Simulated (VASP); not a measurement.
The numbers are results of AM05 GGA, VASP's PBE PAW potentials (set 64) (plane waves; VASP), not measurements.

A VASP calculation is set up with these files.

INCAR:
```
ALGO=Normal
EDIFF=1E-6
EDIFFG=-0.02
ENCUT=520
GGA=AM
IBRION=2
ISIF=3
ISMEAR=1
LASPH=T
LCHARG=F
LMAXMIX=4
LREAL=F
LWAVE=F
NELM=100
NSW=60
PREC=Accurate
SIGMA=0.1
SYSTEM=Ga
```

POSCAR:
```
Ga
1.0
  2.2368668577  -3.8017131312   0.0000000000
  2.2368668577   3.8017131312   0.0000000000
  0.0000000000   0.0000000000   4.4855115113
Ga
4
Cart
  2.2368668577   2.6195564975   4.1218721508
  2.2368668577   1.1821566337   1.8791163951
  2.2368668577  -1.1821566337   2.6063951162
  2.2368668577  -2.6195564975   0.3636393605
```

### KPOINTS
```
Automatic mesh
0
G
7 7 6
```

POTCAR, in this order: Ga_d (PBE.64 set). Program: vasp_std.

The resulting files:

### OSZICAR
```
       N       E                     dE             d eps       ncg     rms          rms(c)
DAV:   1     0.355382449419E+03    0.35538E+03   -0.26238E+04  4006   0.319E+03
DAV:   2     0.280426457284E+02   -0.32734E+03   -0.32230E+03  4136   0.567E+02
DAV:   3    -0.114012396491E+02   -0.39444E+02   -0.38992E+02  4486   0.154E+02
DAV:   4    -0.125293578974E+02   -0.11281E+01   -0.11255E+01  4463   0.303E+01
DAV:   5    -0.125536861118E+02   -0.24328E-01   -0.24326E-01  4765   0.449E+00    0.272E+00
DAV:   6    -0.124169832550E+02    0.13670E+00   -0.31034E-01  4804   0.813E+00    0.144E+00
DAV:   7    -0.123873227672E+02    0.29660E-01   -0.79852E-02  5574   0.320E+00    0.350E-01
DAV:   8    -0.123850522925E+02    0.22705E-02   -0.17261E-02  4402   0.153E+00    0.514E-02
DAV:   9    -0.123852552249E+02   -0.20293E-03   -0.11502E-03  4549   0.391E-01    0.288E-02
DAV:  10    -0.123852695809E+02   -0.14356E-04   -0.27598E-04  4542   0.198E-01    0.523E-03
DAV:  11    -0.123852724495E+02   -0.28686E-05   -0.47928E-05  4585   0.916E-02    0.629E-03
DAV:  12    -0.123852713008E+02    0.11487E-05   -0.16454E-05  4660   0.510E-02    0.615E-04
DAV:  13    -0.123852714480E+02   -0.14723E-06   -0.13533E-06  3101   0.972E-03
   1 F= -.12385271E+02 E0= -.12385278E+02  d E =-.123853E+02
       N       E                     dE             d eps       ncg     rms          rms(c)
DAV:   1    -0.124136898390E+02   -0.28419E-01   -0.53488E-01  4738   0.537E+00    0.964E-01
DAV:   2    -0.123978441903E+02    0.15846E-01   -0.35953E-02  4290   0.311E+00    0.578E-01
DAV:   3    -0.123886299175E+02    0.92143E-02   -0.15127E-02  5206   0.171E+00    0.469E-02
DAV:   4    -0.123891127874E+02   -0.48287E-03   -0.55148E-03  4115   0.761E-01    0.382E-02
DAV:   5    -0.123890970858E+02    0.15702E-04   -0.36516E-04  5464   0.177E-01    0.229E-02
DAV:   6    -0.123890883841E+02    0.87017E-05   -0.43675E-05  4366   0.118E-01    0.421E-03
DAV:   7    -0.123890893967E+02   -0.10126E-05   -0.15162E-05  4718   0.457E-02    0.249E-03
DAV:   8    -0.123890889638E+02    0.43289E-06   -0.25388E-06  2511   0.223E-02
   2 F= -.12389089E+02 E0= -.12389056E+02  d E =-.381752E-02
       N       E                     dE             d eps       ncg     rms          rms(c)
DAV:   1    -0.124146419813E+02   -0.25553E-01   -0.52989E-01  4704   0.536E+00    0.962E-01
DAV:   2    -0.123988994246E+02    0.15743E-01   -0.36181E-02  4353   0.313E+00    0.576E-01
DAV:   3    -0.123897650314E+02    0.91344E-02   -0.14749E-02  5169   0.170E+00    0.475E-02
DAV:   4    -0.123902413724E+02   -0.47634E-03   -0.54504E-03  4157   0.754E-01    0.382E-02
DAV:   5    -0.123902239446E+02    0.17428E-04   -0.36415E-04  5379   0.179E-01    0.230E-02
DAV:   6    -0.123902152721E+02    0.86725E-05   -0.46391E-05  4372   0.121E-01    0.432E-03
DAV:   7    -0.123902162924E+02   -0.10203E-05   -0.15286E-05  4727   0.459E-02    0.256E-03
DAV:   8    -0.123902158353E+02    0.45710E-06   -0.26718E-06  2557   0.228E-02
   3 F= -.12390216E+02 E0= -.12390133E+02  d E =-.494439E-02
       N       E                     dE             d eps       ncg     rms          rms(c)
DAV:   1    -0.124140961276E+02   -0.23880E-01   -0.53323E-01  4767   0.539E+00    0.969E-01
DAV:   2    -0.123996282412E+02    0.14468E-01   -0.36339E-02  4339   0.320E+00    0.580E-01
DAV:   3    -0.123908490062E+02    0.87792E-02   -0.11502E-02  5198   0.166E+00    0.425E-02
DAV:   4    -0.123914029899E+02   -0.55398E-03   -0.61021E-03  4143   0.798E-01    0.335E-02
DAV:   5    -0.123913903599E+02    0.12630E-04   -0.29388E-04  5770   0.154E-01    0.186E-02
DAV:   6    -0.123913880990E+02    0.22609E-05   -0.20047E-05  4416   0.871E-02    0.470E-03
DAV:   7    -0.123913883362E+02   -0.23714E-06   -0.73392E-06  4594   0.289E-02
   4 F= -.12391388E+02 E0= -.12391195E+02  d E =-.117250E-02
       N       E                     dE             d eps       ncg     rms          rms(c)
DAV:   1    -0.123920203568E+02   -0.63226E-03   -0.14201E-02  4774   0.883E-01    0.158E-01
DAV:   2    -0.123916388981E+02    0.38146E-03   -0.99123E-04  4360   0.540E-01    0.946E-02
DAV:   3    -0.123914064894E+02    0.23241E-03   -0.29659E-04  5049   0.270E-01    0.718E-03
DAV:   4    -0.123914215720E+02   -0.15083E-04   -0.16422E-04  4185   0.131E-01    0.557E-03
DAV:   5    -0.123914212078E+02    0.36426E-06   -0.75570E-06  4817   0.261E-02
   5 F= -.12391421E+02 E0= -.12391246E+02  d E =-.120537E-02
       N       E                     dE             d eps       ncg     rms          rms(c)
DAV:   1    -0.123970515605E+02   -0.56300E-02   -0.10987E-01  4857   0.352E+00    0.458E-01
DAV:   2    -0.123931064570E+02    0.39451E-02   -0.14611E-02  4731   0.177E+00    0.229E-01
DAV:   3    -0.123916534841E+02    0.14530E-02   -0.18500E-03  5404   0.535E-01    0.523E-02
DAV:   4    -0.123916095297E+02    0.43954E-04   -0.67727E-04  4054   0.232E-01    0.140E-02
DAV:   5    -0.123916066979E+02    0.28317E-05   -0.47806E-05  5017   0.615E-02    0.305E-03
DAV:   6    -0.123916066992E+02   -0.12369E-08   -0.54192E-06  4053   0.259E-02
   6 F= -.12391607E+02 E0= -.12391442E+02  d E =-.185491E-03
```

**OUTCAR**
```
------------------------ aborting loop because EDIFF is reached ----------------------------------------
  FORCE on cell =-STRESS in cart. coord.  units (eV):
  Direction    XX          YY          ZZ          XY          YZ          ZX
  --------------------------------------------------------------------------------------
  Total       -0.0161824      0.0017285     -0.0169844      0.0000000     -0.0000000      0.0000000
  in kB       -0.3403345      0.0363526     -0.3572000      0.0000000     -0.0000000      0.0000000
  external PRESSURE =      -0.2203940 kB  Pullay stress =       0.0000000 kB
  volume of cell :       76.18
      direct lattice vectors                 reciprocal lattice vectors
     2.205629463 -3.806416461 -0.000000000     0.226692656 -0.131357145 -0.000000000
     2.205629463  3.806416461  0.000000000     0.226692656  0.131357145  0.000000000
     0.000000000 -0.000000000  4.537004527     0.000000000 -0.000000000  0.220409743
 POSITION                                       TOTAL-FORCE (eV/Angst)
 -----------------------------------------------------------------------------------
      2.20563      2.62235      4.16558         0.000000     -0.006437     -0.008874
      2.20563      1.18407      1.89708         0.000000      0.006437     -0.008874
      2.20563     -1.18407      2.63992         0.000000     -0.006437      0.008874
      2.20563     -2.62235      0.37142         0.000000      0.006437      0.008874
 -----------------------------------------------------------------------------------
    total drift:                                0.000000      0.000000      0.000000
  FREE ENERGIE OF THE ION-ELECTRON SYSTEM (eV)
  ---------------------------------------------------
  free  energy   TOTEN  =       -12.3916066992 eV

  energy  without entropy=      -12.3911124615  energy(sigma->0) =      -12.39144195

 reached required accuracy - stopping structural energy minimisation
```
(Selected blocks of OUTCAR.)

**CONTCAR**
```
Ga
   1.00000000000000
     2.2056294626156241   -3.8064164607325397   -0.0000000000000000
     2.2056294626156241    3.8064164607325397    0.0000000000000000
     0.0000000000000000   -0.0000000000000000    4.5370045274032007
  Ga
     4
Direct
     0.1555357272427573    0.8444642727572428    0.9181350715368258
     0.3444642727572427    0.6555357272427572    0.4181350715368258
     0.6555357272427572    0.3444642727572427    0.5818649284631742
     0.8444642727572428    0.1555357272427573    0.0818649284631742
```

### OUTCAR
```
 val. band max:        5.2363162474   @ k =  -0.2857   0.1429   0.1667

 cond. band min:       5.2461132276   @ k =   0.0000   0.0000   0.5000


 Fermi energy:         5.2436398706

 k-point     1 :       0.0000    0.0000    0.0000
  band No.  band energies     occupation
      1     -10.0330      2.00000
      2     -10.0142      2.00000
      3      -9.9705      2.00000
      4      -9.9595      2.00000
      5      -9.9564      2.00000
      6      -9.9217      2.00000
      7      -9.8638      2.00000
      8      -9.8019      2.00000
      9      -9.7655      2.00000
     10      -9.7551      2.00000
     11      -9.7458      2.00000
     12      -9.7424      2.00000
     13      -9.7201      2.00000
     14      -9.6904      2.00000
     15      -9.6534      2.00000
     16      -9.6024      2.00000
     17      -9.5509      2.00000
     18      -9.5463      2.00000
     19      -9.5049      2.00000
     20      -9.4382      2.00000
     21      -6.0766      2.00000
     22       0.8379      2.00000
     23       1.2323      2.00000
     24       3.4976      2.00000
     25       3.7894      2.00000
     26       4.3529      2.00000
     27       6.1087     -0.00000
     28       6.1878     -0.00000
     29       6.3562     -0.00000
     30      10.4742      0.00000
     31      10.5647      0.00000

 k-point     2 :       0.1429    0.0000    0.0000
  band No.  band energies     occupation
      1     -10.0352      2.00000
      2     -10.0048      2.00000
      3      -9.9789      2.00000
      4      -9.9685      2.00000
      5      -9.9404      2.00000
      6      -9.9141      2.00000
      7      -9.8659      2.00000
      8      -9.8457      2.00000
      9      -9.7765      2.00000
     10      -9.7743      2.00000
     11      -9.7188      2.00000
     12      -9.7166      2.00000
     13      -9.7120      2.00000
     14      -9.6845      2.00000
     15      -9.6453      2.00000
     16      -9.5901      2.00000
     17      -9.5579      2.00000
...
```

The compound is Ga in the alpha structure. This run relaxes it. Symmetry was kept, so distortions that lower it aren't found. The start is the result of an earlier pass.
